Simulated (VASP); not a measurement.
The system is Ge2Sb2Te5.

```
Te Sb Ge
1.0
     6.83914   -3.06601    0.00000
     6.83914    3.06601    0.00000
    -6.83098    0.00000    6.84761
Te Sb Ge
5 2 2
Direct
  0.59470 0.59470 0.38643
  0.79529 0.79529 0.19611
  0.00832 0.00832 0.00643
  0.20652 0.20652 0.80980
  0.39996 0.39996 0.59712
  0.90171 0.90171 0.58787
  0.11187 0.11187 0.41735
  0.28429 0.28429 0.18783
  0.49734 0.49734 0.01104
```

The cell comes from a database or a generator and needn't be the stable form of this composition.

Base run:

```yaml
Program: VASP 6.6.1
Functional: PBE
Potentials_or_basis: VASP PAW PBE potentials, release 64 (Te, Sb, Ge_d)
Cutoff: 520 eV
k_mesh: 5 × 5 × 4
Occupations: fermi-dirac, width 0.05 eV
Spin: no spin polarisation
```

Its results: band gap on the k mesh 0.26 eV, indirect (least direct gap 0.32 eV); pressure -0.1 GPa; largest force 0.187 eV/Å.

The run is repeated on the same cell with these changes: k mesh from 5 × 5 × 4 to 4 × 4 × 3. What comes out?

Band gap on the k mesh 0.06 eV, direct; pressure -0.2 GPa; largest force 0.149 eV/Å.

Caveats: spin-orbit coupling is left out, which moves the levels of the heavy elements; the mesh misses the band edges, which the band path finds closer together (some runs).

Not every run made on this cell is shown here.
